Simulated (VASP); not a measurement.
# Zn4Te3O (I-42m) in VASP: single point with r2SCAN

Aim: the single point of Zn4Te3O with r2SCAN.

Program: VASP 6.6.1. These are calculated values, not measurements. Logs are shortened: lines on timing, memory, paths and dates and some standing lists are left out, and cuts for length are marked.

## 1. The crystal as given

Symmetry: I-42m, No. 121, tetragonal system. The conventional cell has a = 5.831 Å, b = 5.831 Å, c = 11.319 Å, α = 90.00°, β = 90.00°, γ = 90.00°. Around Zn (site symmetry m) lie 1 O at 2.06 Å. Around Te (site symmetry -42m) lie 4 Zn at 2.74 Å. Te (site symmetry -4) is surrounded by 4 Zn at 2.65 Å. O (site symmetry -42m) has 4 Zn at 2.06 Å as nearest neighbours.

The cell was built by a generator and needn't be a form met in nature.

## 2. Single point, r2SCAN

Contents of INCAR:

```
PREC = Accurate
ENCUT = 520
EDIFF = 1E-6
ISMEAR = 0
SIGMA = 0.1
LREAL = False
LASPH = True
NELM = 150
ALGO = Normal
ISIF = 2
LWAVE = False
LCHARG = False
METAGGA = R2SCAN
LMIXTAU = True
KPAR = 8
```

Contents of KPOINTS:

```
regular mesh
0
Gamma
  8 8 8
```

Contents of POSCAR:

```
Zn4Te3O
1.0
   -2.9156000000      2.9156000000      5.6592900000
    2.9156000000     -2.9156000000      5.6592900000
    2.9156000000      2.9156000000     -5.6592900000
Zn Te O
4 3 1
Direct
    0.6913370000      0.6913370000      0.5970880000
    0.0942490000      0.0942490000      0.4029120000
    0.3086630000      0.9057510000      0.0000000000
    0.9057510000      0.3086630000      0.0000000000
    0.5000000000      0.5000000000      0.0000000000
    0.2500000000      0.7500000000      0.5000000000
    0.7500000000      0.2500000000      0.5000000000
    0.0000000000      0.0000000000      0.0000000000
```

Potentials or basis: VASP PAW PBE potentials, release 64 (Zn, Te, O).

Started as:

```bash
> cat potpaw_PBE.64/Zn/POTCAR potpaw_PBE.64/Te/POTCAR potpaw_PBE.64/O/POTCAR > POTCAR
> mpirun -np 8 vasp_std > vasp.out
```

OUTCAR:

```text
PREC = Accurate
   ENCUT = 520
   EDIFF = 1E-6
   ISMEAR = 0
   LREAL = False
   LASPH = True
   NELM = 150
   ISIF = 2
   METAGGA = R2SCAN

 ion  position               nearest neighbor table
   1  0.691  0.691  0.597-   8 2.06   7 2.65   6 2.65   5 2.74
   2  0.094  0.094  0.403-   8 2.06   7 2.65   6 2.65   5 2.74
   3  0.309  0.906  0.000-   8 2.06   7 2.65   6 2.65   5 2.74
   4  0.906  0.309  0.000-   8 2.06   6 2.65   7 2.65   5 2.74
   5  0.500  0.500  0.000-   1 2.74   3 2.74   4 2.74   2 2.74
   6  0.250  0.750  0.500-   4 2.65   2 2.65   3 2.65   1 2.65
   7  0.750  0.250  0.500-   3 2.65   2 2.65   4 2.65   1 2.65
   8  0.000  0.000  0.000-   2 2.06   1 2.06   3 2.06   4 2.06

  LATTYP: Found a body centered tetragonal cell.
 ALAT       =     5.8312000000
 C/A-ratio  =     1.9410378653

  Lattice vectors:

 A1 = (  -2.9156000000,   2.9156000000,   5.6592900000)
 A2 = (   2.9156000000,  -2.9156000000,   5.6592900000)
 A3 = (   2.9156000000,   2.9156000000,  -5.6592900000)

Analysis of symmetry for initial positions (statically):
=====================================================================
 Subroutine PRICEL returns:
 Original cell was already a primitive cell.

 Routine SETGRP: Setting up the symmetry group for a
 body centered tetragonal supercell.

 Subroutine GETGRP returns: Found  8 space group operations
 (whereof  8 operations were pure point group operations)
 out of a pool of 16 trial point group operations.

The static configuration has the point symmetry D_2d.

Analysis of symmetry for dynamics (positions and initial velocities):
=====================================================================
 Subroutine PRICEL returns:
 Original cell was already a primitive cell.

 Routine SETGRP: Setting up the symmetry group for a
 body centered tetragonal supercell.

 Subroutine GETGRP returns: Found  8 space group operations
 (whereof  8 operations were pure point group operations)
 out of a pool of 16 trial point group operations.

The dynamic configuration has the point symmetry D_2d.

 Subroutine INISYM returns: Found  8 space group operations
 (whereof  8 operations are pure point group operations),
 and found     1 'primitive' translations

----------------------------------------------------------------------------------------
[... 110 lines left out ...]
   NFREE  =      0    steps in history (QN), initial steepest desc. (CG)
   ISIF   =      2    stress and relaxation
   ISYM   =      2    0-nonsym 1-usesym 2-fastsym
   POTIM  = 0.5000    time-step for ionic-motion
   TEBEG  =    0.0;   TEEND  =   0.0 temperature during run
   PSTRESS=    0.0 pullay stress
   NELECT =      72.0000    total number of electrons
   NUPDOWN=      -1.0000    fix difference up-down
   EMIN   =  10.00;   EMAX   =-10.00  energy-range for DOS
   EFERMI =   0.00;   METHOD = LEGACY
   ISMEAR =     0;   SIGMA  =   0.10  broadening in eV -4-tet -1-fermi 0-gaus
   EFERMI_NEDOS =   21; number of points for ismear=-14 and -15
   IALGO  =     38    algorithm
   IMIX   =      4    mixing-type and parameters
     AMIX     =   0.40;   BMIX     =  1.00
     AMIX_MAG =   1.60;   BMIX_MAG =  1.00
  volume/ion in A,a.u.               =      24.05       162.32
  Fermi-wavevector in a.u.,A,eV,Ry     =   1.179668  2.229249 18.934086  1.391616
  Thomas-Fermi vector in A             =   2.315974
   LORBIT       =      0    0 simple, 1 ext, 2 COOP (PROOUT), +10 PAW based schemes
   METAGGA = R2SCAN    functional components
   LHFCALC =     F    Hartree Fock is set to
   AEXX    =    0.0000 exact exchange contribution
   IVDW    =     0    specifies the selected vdW correction
   LEPSILON=     F    determine dielectric tensor
   LRPA    =     F    only Hartree local field effects (RPA)
 non-spin polarized calculation
 Gauss-broadening in eV      SIGMA  =   0.10
  energy-cutoff  :      520.00
  volume of cell :      192.43
 maximum number of plane-waves:      5202
 NGX is ok and might be reduce to    54
   NGX = 25   NGY = 25   NGZ = 25

 number of electron      72.0000009 magnetization

 Free energy of the ion-electron system (eV)
  ---------------------------------------------------
  ext. energy  EPLUGINS =         0.00000000
  ---------------------------------------------------
  free energy    TOTEN  =      -123.43738516 eV

  energy without entropy =     -123.43738516  energy(sigma->0) =     -123.43738516

 E-fermi :   3.1179     XC(G=0):  -9.8826

 val. band max:        2.7465371458   @ k =   0.0000   0.0000   0.0000
 cond. band min:       3.4734161943   @ k =   0.0000   0.0000   0.0000
 fundamental gap:      0.7268790485
 Fermi energy:         3.1178976898

 k-point     1 :       0.0000    0.0000    0.0000
  band No.  band energies     occupation
      1     -16.5859      2.00000
      2      -9.0072      2.00000
      3      -7.8064      2.00000
      4      -7.5340      2.00000
      5      -4.3519      2.00000
      6      -4.3258      2.00000
[... 1093 lines left out ...]
     42       8.0351      0.00000
     43       8.3760      0.00000

 [... further k-points ...]

------------------------ aborting loop because EDIFF is reached ----------------------------------------

  FORCE on cell =-STRESS in cart. coord.  units (eV):
  Direction    XX          YY          ZZ          XY          YZ          ZX
  --------------------------------------------------------------------------------------
  -------------------------------------------------------------------------------------
  Total       -2.4467113     -2.4467113     -2.3808441      0.0000000     -0.0000000      0.0000000
  in kB      -20.3711474    -20.3711474    -19.8227416      0.0000000     -0.0000000      0.0000000
  external PRESSURE =     -20.1883455 kB  Pullay stress =       0.0000000 kB

 VOLUME and BASIS-vectors are now :
 -----------------------------------------------------------------------------
  energy-cutoff  :      520.00
  volume of cell :      192.43
      direct lattice vectors                 reciprocal lattice vectors
    -2.915600000  2.915600000  5.659290000     0.000000000  0.171491288  0.088350305
     2.915600000 -2.915600000  5.659290000     0.171491288  0.000000000  0.088350305
     2.915600000  2.915600000 -5.659290000     0.171491288  0.171491288  0.000000000

 POSITION                                       TOTAL-FORCE (eV/Angst)
 -----------------------------------------------------------------------------------
      1.74087      1.74087      4.44586         0.044615      0.044615      0.048301
      1.17473      1.17473     -1.21343        -0.044615     -0.044615      0.048301
      1.74087     -1.74087      6.87272         0.044615     -0.044615     -0.048301
     -1.74087      1.74087      6.87272        -0.044615      0.044615     -0.048301
      0.00000      0.00000      5.65929        -0.000000     -0.000000      0.000000
      2.91560     -0.00000      2.82965        -0.000000      0.000000      0.000000
     -0.00000      2.91560      2.82965        -0.000000      0.000000      0.000000
      0.00000      0.00000      0.00000        -0.000000      0.000000      0.000000
 -----------------------------------------------------------------------------------
    total drift:                               -0.000809     -0.000809     -0.001019

  FREE ENERGIE OF THE ION-ELECTRON SYSTEM (eV)
  ---------------------------------------------------
  free  energy   TOTEN  =      -123.4373851594 eV

  energy  without entropy=     -123.4373851586  energy(sigma->0) =     -123.43738516
```

OSZICAR:

```text
N       E                     dE             d eps       ncg     rms          rms(c)
DAV:   1     0.420137193867E+03    0.42014E+03   -0.32982E+04  5074   0.192E+03
DAV:   2    -0.684489162347E+02   -0.48859E+03   -0.47624E+03  5146   0.423E+02
DAV:   3    -0.133288404912E+03   -0.64839E+02   -0.63805E+02  5693   0.145E+02
[... 13 lines left out ...]
DAV:  17    -0.123437100343E+03   -0.35912E-03   -0.30542E-04  5260   0.154E-01    0.620E-02
DAV:  18    -0.123437271450E+03   -0.17111E-03   -0.24968E-04  5377   0.706E-02    0.241E-02
DAV:  19    -0.123437381356E+03   -0.10991E-03   -0.44885E-05  5137   0.573E-02    0.179E-02
DAV:  20    -0.123437384223E+03   -0.28671E-05   -0.24443E-05  5155   0.227E-02    0.437E-03
DAV:  21    -0.123437385159E+03   -0.93674E-06   -0.27378E-06  4244   0.107E-02
   1 F= -.12343739E+03 E0= -.12343739E+03  d E =-.760849E-09
```

stdout:

```text
POSCAR found type information on POSCAR ZnTeO
 POSCAR found :  3 types and       8 ions
 scaLAPACK will be used
 -----------------------------------------------------------------------------
|                                                                             |
|           W    W    AA    RRRRR   N    N  II  N    N   GGGG   !!!           |
|           W    W   A  A   R    R  NN   N  II  NN   N  G    G  !!!           |
|           W    W  A    A  R    R  N N  N  II  N N  N  G       !!!           |
[... 20 lines left out ...]
 -----------------------------------------------------------------------------

 LDA part: xc-table for (None), standard interpolation
 POSCAR, INCAR and KPOINTS ok, starting setup
 FFT: planning ... GRIDC
 FFT: planning ... GRID_SOFT
 FFT: planning ... GRID
 WAVECAR not read
 entering main loop
```

Run time: 14 min. Hardware: 8 MPI ranks of Intel Xeon Platinum 8259CL at 2.50GHz (Skylake/Cascade Lake), shared host; peak memory 0.72 GiB.

What came out:

- Free energy: -123.4374 eV
- Pressure: -2.0 GPa
- Largest force: 0.079 eV/Å
- Band gap on the k mesh: 0.73 eV, direct

Forces in eV/Å, atoms in the order of the input:
```
Zn   0.045  0.045  0.048
Zn  -0.045 -0.045  0.048
Zn   0.045 -0.045 -0.048
Zn  -0.045  0.045 -0.048
Te   0.000  0.000  0.000
Te   0.000  0.000  0.000
Te   0.000  0.000  0.000
O    0.000  0.000  0.000
```

Levels at points of the mesh, in eV from the valence-band top:
```tsv
k point	band 33	band 34	band 35	band 36	band 37	band 38	band 39	band 40
(0.00, 0.00, 0.00)	-1.99	-0.14	-0.14	0.00	0.73	3.09	3.17	4.47
(0.50, 0.00, 0.00)	-1.73	-1.23	-1.17	-0.16	3.17	3.34	3.48	4.37
(0.50, 0.50, 0.00)	-0.68	-0.30	-0.17	-0.16	1.26	3.55	3.90	4.72
(0.50, 0.50, 0.50)	-1.14	-1.14	-0.64	-0.64	2.52	2.95	3.40	3.43
```

Caveat: the PAW data sets were made with another functional, which shifts forces and pressure a little; spin-orbit coupling is left out, which moves the levels of the heavy elements. r2SCAN opens gaps a little over a GGA but as a rule still falls short of measured ones.
